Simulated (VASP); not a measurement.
Data:

```
YSi
1.0
    3.55530     0.00000     0.00000
   -1.77765     3.07898     0.00000
    0.00000     0.00000     4.19304
Y Si
1 1
Direct
  0.00000   0.00000   0.00000
  0.66667   0.33333   0.50000
```

Level of theory: PBEsol GGA, VASP's PBE PAW potentials (set 64) (plane waves; VASP). Settings: 400 eV cut-off, Gaussian smearing of 0.050 eV, potentials Y_sv Si.

Give the energies of bands 5 to 10 at the high-symmetry points, in eV from the Fermi level.

```json
[
 {"band": "5", "Γ": "-9.01", "M": "-6.43", "K": "-5.96", "A": "-7.58", "L": "-6.54", "H": "-6.22"},
 {"band": "6", "Γ": "-1.18", "M": "-3.69", "K": "-2.81", "A": "-4.54", "L": "-2.54", "H": "-2.94"},
 {"band": "7", "Γ": "-0.13", "M": "-1.45", "K": "-2.21", "A": "1.84", "L": "-2.37", "H": "-1.80"},
 {"band": "8", "Γ": "0.90", "M": "-0.43", "K": "-1.17", "A": "1.84", "L": "0.01", "H": "-0.94"},
 {"band": "9", "Γ": "0.90", "M": "1.79", "K": "1.11", "A": "1.91", "L": "0.56", "H": "0.78"},
 {"band": "10", "Γ": "4.01", "M": "2.99", "K": "2.72", "A": "1.91", "L": "3.75", "H": "3.77"}
]
```

It has no gap at this level: it comes out as a metal or semimetal.

The structure was generated: YSi was put into the WC type (P-6m2), which need not be its known phase. It was relaxed first. The electron count is odd and the run is not spin-polarised, which forces a metal.
